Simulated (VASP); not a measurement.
Given:

```yaml
crystal:
  lattice:
    - [0.00000, 2.87992, 2.87992]
    - [2.87992, 0.00000, 2.87992]
    - [2.87992, 2.87992, 0.00000]
  atoms:
    - { symbol: Li, position: [0.25000, 0.25000, 0.25000] }
    - { symbol: Li, position: [0.75000, 0.75000, 0.75000] }
    - { symbol: S, position: [0.00000, 0.00000, 0.00000] }
```

The numbers are results of revPBE GGA, VASP's PBE PAW potentials (set 64) (plane waves; VASP), not measurements. Settings: 520 eV cut-off, Gaussian smearing of 0.050 eV, potentials Li_sv S.

Q: Give the energies of bands 4 to 9 at the high-symmetry points, in eV from the valence-band maximum.

A: 
```json
[
 {"band": "4", "Γ": "0.00", "X": "-2.08", "U": "-1.95", "L": "-2.73", "W": "-1.74"},
 {"band": "5", "Γ": "0.00", "X": "-1.33", "U": "-1.88", "L": "-0.48", "W": "-1.74"},
 {"band": "6", "Γ": "0.00", "X": "-1.33", "U": "-1.08", "L": "-0.48", "W": "-1.64"},
 {"band": "7", "Γ": "4.25", "X": "3.53", "U": "4.68", "L": "6.08", "W": "5.53"},
 {"band": "8", "Γ": "6.32", "X": "7.08", "U": "8.00", "L": "6.66", "W": "7.31"},
 {"band": "9", "Γ": "6.32", "X": "11.01", "U": "9.43", "L": "6.66", "W": "8.85"}
]
```

The gap is indirect, 3.53 eV, from the valence maximum at Γ to the conduction minimum at X.

The compound is Li2S in the antifluorite structure. It was relaxed first.
